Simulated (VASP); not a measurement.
VASP ran on this input.

### INCAR
```
SYSTEM = ZnS
PREC = Accurate
ENCUT = 400
EDIFF = 1E-6
NELM = 100
ALGO = Normal
LREAL = .FALSE.
LASPH = .TRUE.
ISMEAR = 0
SIGMA = 0.05
GGA = PE
LMAXMIX = 4
LWAVE = .FALSE.
LCHARG = .FALSE.
ISIF = 2
IBRION = 0
NSW = 3
TEBEG = 300
```

### POSCAR
```
ZnS
1
    1.9482000000    -3.3743810000     0.0000000000
    1.9482000000     3.3743810000     0.0000000000
    0.0000000000     0.0000000000     6.3852000000
Zn S
2 2
Direct
  0.6666670000   0.3333330000   0.5000000000
  0.3333330000   0.6666670000   0.0000000000
  0.6666670000   0.3333330000   0.8750000000
  0.3333330000   0.6666670000   0.3750000000
```

### KPOINTS
```
Automatic mesh
0
Gamma
5 5 3
0 0 0
```

POTCAR, in this order: Zn S (PBE.64 set). Program: vasp_std.

Output

Problem. From input and log, find the fault in this run and mend it.

Solution. The cause: molecular dynamics (IBRION = 0) was asked for without POTIM. VASP stops with an error: Fatal error! IBRION=0, but no entry for POTIM on file INCAR. MUST be specified! ----> I REFUSE TO CONTINUE WITH THIS SICK JOB ... BYE!!! <---- To mend it, set POTIM to the time step in fs (1 to 2 fs suits most solids). The plain static run on this cell (PBE GGA, plane waves, VASP's PBE PAW potentials (set 64)) converges, and its OSZICAR ends with
```
   1 F= -.13656257E+02 E0= -.13656257E+02  d E =-.511641E-15
```

The compound is ZnS in the wurtzite structure, the high-temperature form. The cell was not relaxed at this level.
